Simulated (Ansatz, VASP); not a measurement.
# Cross-check of AlNi between VASP and Ansatz, part 2 of 2

One calculation is typed for both programs; each brings its own data sets. How far apart do they land? The cell is taken from a series of runs on this material, whose earlier steps may have relaxed, scaled, displaced or heated it; both programs get it as it stands.

VASP 6.6.1 and Ansatz 0.2.0.

So far: Starting point; VASP: zone-centre phonons, PBEsol.

## Step 3: Ansatz: zone-centre phonons, PBEsol

Level of this step: Ansatz beside VASP: Kohn-Sham DFT, plane waves, PBEsol (Ansatz).

Ansatz runs on its PAW soft_1 files.

The same cell, functional, mesh and smearing now go to Ansatz, which takes its cutoff from its data sets.

input.yaml reads:

```yaml
crystal:
  lattice:
    - [2.9475912501, 0.0, 0.0]
    - [0.0, 2.9475912501, 0.0]
    - [0.0, 0.0, 2.7651697374]
  atoms:
    - { symbol: Al, position: [0.0, 0.0, 0.0] }
    - { symbol: Ni, position: [0.5, 0.5, 0.5] }
kpoints:
  mp_grid: { grid: [16, 16, 16] }
hamiltonian:
  xc: pbesol
  pseudopotentials: { kind: paw, azcp: { folder: soft_1 }, xc_functional: pbe }
scf:
  occupations: { method: methfessel_paxton, width: 0.2 }
output:
  eigenvalues: true
phonons:
  method: dfpt
```

Started as:

```console
ansatz run input.yaml --threads 4 --pin off --max-ram 10240MiB --backend cpu --events-out ev --progress --plain --runs-dir out
```

Numbers of over 12 decimals in the logs are rounded to 6 here.

Log:

```text
zone centre: on kpoints.mp_grid the ground state, and the responses unless they are solved on pairs of k-points, stand on 729 of the mesh's 4096 k-points, reduced under 8 symmetry operations, with k and −k counted as one. Each operation leaves every solved displacement unchanged or reverses it
Engine: ansatz 0.2.0, x86_64-unknown-linux-gnu
Pseudopotentials: kind: paw
Pseudopotential: Al, paw, valence charge 3, recommended cutoff 420 eV (normal), soft_1/Al.paw.azcp
Pseudopotential: Ni, paw, valence charge 18, recommended cutoff 420 eV (normal), soft_1/Ni.paw.azcp
Functional definition: PBEsol
  exchange = pbesol_x
  correlation = pbesol_c
Crystal: 2 atoms, lattice volume = 24.025 Å³
Basis set: ecut = 420 eV, 461 PW (Γ), exchange–correlation on 40×40×40 points (8 copies of the dense FFT grid, shifted against one another)
Bands: 15, of which v1, the nominal top of the filled ones, is band 11 counted from 1 (10 counted from 0)
Symmetry: 16 space group operations
k-points: 729 of 4096 (irreducible under 8 space group operations)
Non-local potential: Al, projectors of the file, l = 0: 2, l = 1: 2, l = 2: 1
Non-local potential: Ni, projectors of the file, l = 0: 3, l = 1: 2, l = 2: 3, l = 3: 1
PAW form: soft (Blöchl's): semilocal exchange-correlation on the pseudo side does not see the compensation charge
PAW frozen core: Al, regenerated for the run's functional, and the local potential with it (the file was generated under x = pbe(κ = 0.804, μ = 0.219515), c = pbe(β = 0.066725))
PAW frozen core: Ni, regenerated for the run's functional, and the local potential with it (the file was generated under x = pbe(κ = 0.804, μ = 0.219515), c = pbe(β = 0.066725))
PAW one-centre angular grid: Al, 110 points (default); XC on 64 Gauss nodes
PAW one-centre angular grid: Ni, 590 points (default); XC on 64 Gauss nodes
Initial density: superposition of atomic densities (chi_scale 0.1, normalization cell, long waves kept (reshape's long-wave potential 0.00 eV rms))
Initial wavefunctions: pseudopotential atomic-orbital guess
Functional: x = pbesol(κ = 0.804, μ = 0.123457), c = pbesol(β = 0.046)
SCF iter   1: F=—  HF=-6331.225103 eV  |F-HF|=—  |Δ(HF+E_count)|=         —  Δρ=8.17e-2  dr2=1.60e0  ethr=3.10e-3  ⟨swp⟩=4.1  Hψ=48556  notcnv=0
preconditioner: auto → none  [metal: Δε(μ)=0.004 eV  Ē_g=10.089 eV  σ=0.200 eV  W_gap=0.02  n_scr=6 (ndim 8)  ℏωp=27.3 eV  f_vac=0.000  D(μ)=0.77/eV (n_scr^D=6)  sad-step TF]
SCF iter   2: F=—  HF=-6331.065470 eV  |F-HF|=—  |Δ(HF+E_count)|=   1.60e-1  S|Δr|=    0.00e0  Δρ=5.96e-2  dr2=9.29e-1  ethr=3.10e-3  ⟨swp⟩=2.0  Hψ=19601  notcnv=0  defer=148
SCF iter   3: F=—  HF=-6330.869241 eV  |F-HF|=—  |Δ(HF+E_count)|=   1.96e-1  S|Δr|=    0.00e0  Δρ=2.42e-2  dr2=1.24e-1  ethr=3.10e-3  ⟨swp⟩=2.0  Hψ=13944  notcnv=0  defer=148
SCF iter   4: F=—  HF=-6330.848678 eV  |F-HF|=—  |Δ(HF+E_count)|=   2.06e-2  S|Δr|=    0.00e0  Δρ=5.27e-3  dr2=3.90e-3  ethr=5.92e-4  ⟨swp⟩=2.0  Hψ=19096  notcnv=0  defer=134
SCF iter   5: F=—  HF=-6330.848482 eV  |F-HF|=—  |Δ(HF+E_count)|=   1.96e-4  S|Δr|=    0.00e0  Δρ=4.44e-4  dr2=2.05e-5  ethr=1.86e-5  ⟨swp⟩=2.1  Hψ=14758  notcnv=0  defer=130
SCF iter   6: F=—  HF=-6330.848470 eV  |F-HF|=—  |Δ(HF+E_count)|=   1.20e-5  S|Δr|=    0.00e0  Δρ=8.63e-5  dr2=9.97e-7  ethr=9.74e-8  ⟨swp⟩=2.0  Hψ=18519  notcnv=0  defer=130
SCF iter   7: F=—  HF=-6330.848482 eV  |F-HF|=—  |Δ(HF+E_count)|=   1.18e-5  S|Δr|=    0.00e0  Δρ=1.31e-5  dr2=3.22e-8  ethr=4.75e-9  ⟨swp⟩=2.3  Hψ=15551  notcnv=0  defer=130
SCF iter   8: F=—  HF=-6330.848482 eV  |F-HF|=—  |Δ(HF+E_count)|=   4.80e-9  S|Δr|=    0.00e0  Δρ=1.41e-6  dr2=3.22e-10  ethr=1.54e-10  ⟨swp⟩=1.6  Hψ=13529  notcnv=0  defer=130
SCF iter   9: F=-6330.848482 eV  HF=-6330.848482 eV  |F-HF|=2.73e-12  |Δ(HF+E_count)|=  5.46e-11  S|Δr|=    0.00e0  Δρ=5.98e-8  dr2=7.72e-13  ethr=1.00e-12  ⟨swp⟩=5.0  Hψ=52370  notcnv=0
SCF 1 converged in 9 iterations: F = -6330.848482 eV  dr2 = 7.72e-13
  greatest PAW one-centre occupation: 1.001 electrons in one spin orbital (limit 2), on the Ni atom at site 1 (counted from 0), in its partial waves of l = 1
DFPT response loops at Γ: preconditioner auto → Kerker (q_TF=auto, 2.668 Å⁻¹) (partly filled bands, converged f_vac=0.000); β = 1.00, the filter's whole step (`scf.mixing.beta` (0.50) is not read by the response loops under this deck's `scf.mixing.preconditioner`; to damp them name `kerker` or `kerker_dos`, under which they read `scf.mixing.beta`, and type it under 1.00, their step now; both keys bind the ground state too); Broyden in place of MSR1
SCF converged after 9 iterations
Stability not checked: this state was not tested for a lower state beside it, because cold or Methfessel-Paxton smearing, or corrected tetrahedra, fill the levels in a way that the test cannot read (fill_not_monotonic; see scf.lower_state_search)
Free energy (F): -6330.848482 eV
Harris-Foulkes:  -6330.848482 eV  (|F-HF|=2.73e-12)
Internal energy: -6330.848479 eV  (E = F + TS)
E sigma→0 (E₀):  -6330.848481 eV
Entropy (-TS):   -0.000003 eV (-0.001 meV/atom)
Fermi energy:    13.667180 eV
--- Per-component energies (eV) ---
  E_band       = -341.177647
  E_kinetic    = 368.117998
  E_local      = -3757.806093  (includes V_loc(G=0)·N_el)
  E_nonlocal   = -105.559446
  E_hartree    = 1967.496396
  E_xc         = -151.314436
  E_vxc        = -177.005964  (∫ρ·V_xc dr)
  E_paw        = -2080.685380  (= ΣΔE_a)
  E_vpaw       = -603.917808  (= ΣTr[D̂ρ^β])
  E_aug_tail   = 0.000874  (compensation charges beyond the density's cutoff)
  E_ewald      = -2571.314822
  E_core_change = 0.216428  (= ΣΔE_core)
  E_smearing   = -0.000003  (= −TS)
  E_closure    = 0.000000  (closes the sum)
  Σ components = -6330.848482   (vs F -6330.848482, Δ=0.00e0)
--- Band table (eV; the first three rows and the last of 729) ---
  k-point 0: bands = [... 7 lower, 12.0200, 12.2097, 12.2097, 18.3655, 18.3655, 20.6970, 21.4986, 21.8121]
  k-point 1: bands = [... 7 lower, 12.0248, 12.1675, 12.1675, 18.4720, 18.4720, 19.5873, 21.5100, 22.6553]
  k-point 2: bands = [... 7 lower, 12.0387, 12.0521, 12.0521, 18.0062, 18.7811, 18.7811, 21.5440, 23.5268]
  k-point 728: bands = [... 7 lower, 12.6230, 12.7650, 15.5902, 15.5902, 15.7043, 17.3565, 17.6714, 18.3503]
--- Phonons (Γ-DFPT): 4 representative perturbations + reference, on 729 of 4096 k-points (Σ response iterations 14) ---
  k mesh reduced under 8 symmetry operations, with k and −k counted as one. Each operation leaves every solved displacement unchanged or reverses it
  ASR residual: 4.693e-5 → 0.000e0 eV/Å²; symmetrization residual: 1.668e-6 eV/Å²
  ASR residual per site (eV/Å²): 1.91e-5 4.69e-5
  Γ frequencies (cm⁻¹): 0.00 0.00 0.00 284.59 286.32 286.32
  non-analytic LO–TO correction: not included (Born effective charges unavailable; polar crystals: no LO–TO splitting at Γ)
```

The column dr2 measures how far the density is from self-consistency, as an energy; F and HF (Harris–Foulkes) agree once it is small.

## Step 4: Comparison

Known differences besides the potentials themselves: the data sets hold 21 valence electrons in Ansatz (on its PAW soft_1 files) and 13 in VASP; the cutoff is 420 eV in Ansatz and 600 eV in VASP; Ansatz makes its cores anew for this functional, VASP keeps those of its PBE data sets. Total energies have different zeros and are not compared.

Both answers:

```
                  quantity  Ansatz   VASP  difference
     optical mode 1 (cm⁻¹)   284.6  285.5     -0.32 %
optical mode 2 to 3 (cm⁻¹)   286.3  287.6     -0.46 %
```

Modes are paired by rising frequency, not by their patterns, so a pair may set unlike modes beside each other; they are those without the splitting of longitudinal modes.

## Step 5: What came out

| Item | Value |
| --- | --- |
| r.m.s. difference of the optical zone-centre modes, each program's sorted by frequency (zone-centre phonons, PBEsol) | 1.2 cm⁻¹ |

What this shows: The r.m.s. difference of the optical zone-centre modes, each program's sorted by frequency is 1.2 cm⁻¹ (zone-centre phonons, PBEsol). The data sets hold unlike numbers of valence electrons (21 in Ansatz and 13 in VASP), so part of the differences comes from the potentials. Such differences can come from data sets, numerical settings and the points named under the comparisons, not from the functional's error against experiment.

[Lines on the potential files, build, host, timing and source positions are cut from VASP's logs without a mark.]

[Logs are printed without paths, hosts, clocks, repeated set-up lines and the standing remarks that a program may print on its own settings, such as how far it seeks lower states.]

[Hosts, paths, dates, database ids (printed as entryN), source tags and the programs' standing remarks are cut or masked in the printed files.]
